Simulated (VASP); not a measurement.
Level of theory: vdW-DF-cx, VASP's PBE PAW potentials (set 64) (plane waves; VASP).

The input files of a VASP run:

**INCAR**
```
SYSTEM = ZrS2
PREC = Accurate
ENCUT = 520
EDIFF = 1E-7
NELM = 100
ALGO = Normal
LREAL = .FALSE.
LASPH = .TRUE.
ISMEAR = -5
GGA = CX
LUSE_VDW = .TRUE.
AGGAC = 0.0
LMAXMIX = 4
LWAVE = .FALSE.
LCHARG = .TRUE.
LORBIT = 11
NEDOS = 601
ISIF = 2
LEFG = .TRUE.
```

KPOINTS:
```
Automatic mesh
0
G
 8 8 5
```

File POSCAR:
```
ZrS2
1
    1.8183312207    -3.1494420810     0.0000000000
    1.8183312207     3.1494420810    -0.0000000000
    0.0000000000    -0.0000000000     5.8166126050
Zr S
1 2
Direct
  0.0000000000   0.0000000000   0.0000000000
  0.3333330000   0.6666670000   0.2511385674
  0.6666670000   0.3333330000   0.7488614326
```

POTCAR, in this order: Zr_sv S (PBE.64 set). Program: vasp_std.

Problem. What will the output report for the number of irreducible k-points (NKPTS), largest plane-wave count, number of space-group operations, FFT grid (NGX, NGY, NGZ)?

Solution. 
```json
{
 "number of irreducible k-points (NKPTS)": "40",
 "largest_plane_wave_count": "1810",
 "number_of_space_group_operations": "12",
 "FFT grid (NGX, NGY, NGZ)": "28 × 28 × 48"
}
```

The compound is ZrS2 in the 1T layered structure. It was relaxed first.
